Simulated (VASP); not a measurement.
Here is the system:

```
CELL_PARAMETERS angstrom
      0.00000     4.15466     4.15466
      4.15466     0.00000     4.15466
      4.15466     4.15466     0.00000
ATOMIC_POSITIONS crystal
  B  0.00000 0.00000 0.00000
  Y  0.50000 0.50000 0.50000
  Y  0.25000 0.25000 0.25000
  Y  0.75000 0.75000 0.75000
```

The numbers are results of PBE GGA, VASP's PBE PAW potentials (set 64) (plane waves; VASP 6.6.1), not measurements. Numerical set-up: 400 eV cut-off, 6×6×6 Γ-centred mesh, Fermi-Dirac smearing of 0.14 eV, potentials B Y_sv.

Q: Give the energies of bands 13 to 21 at the high-symmetry points, in eV from the Fermi level.

A: 
| band | Γ | X | U | L | W |
|---|---|---|---|---|---|
| 13 | -5.78 | -5.04 | -5.03 | -5.13 | -5.02 |
| 14 | -1.65 | -2.45 | -2.20 | -2.90 | -1.99 |
| 15 | -0.87 | -1.55 | -2.06 | -0.97 | -1.99 |
| 16 | -0.87 | -1.23 | -1.17 | -0.97 | -1.70 |
| 17 | -0.87 | -0.46 | -0.67 | -0.15 | -0.43 |
| 18 | -0.58 | -0.46 | 0.10 | -0.14 | 0.12 |
| 19 | -0.58 | 0.40 | 0.14 | 0.16 | 0.12 |
| 20 | 0.32 | 0.40 | 0.54 | 0.16 | 0.48 |
| 21 | 0.32 | 0.48 | 0.91 | 0.42 | 0.87 |

It has no gap at this level: it comes out as a metal or semimetal.

The structure was generated: Y3B was put into an ordered model structure, which need not be its known phase. The cell was not relaxed at this level. VASP warned that the highest band is occupied, so more bands are needed.
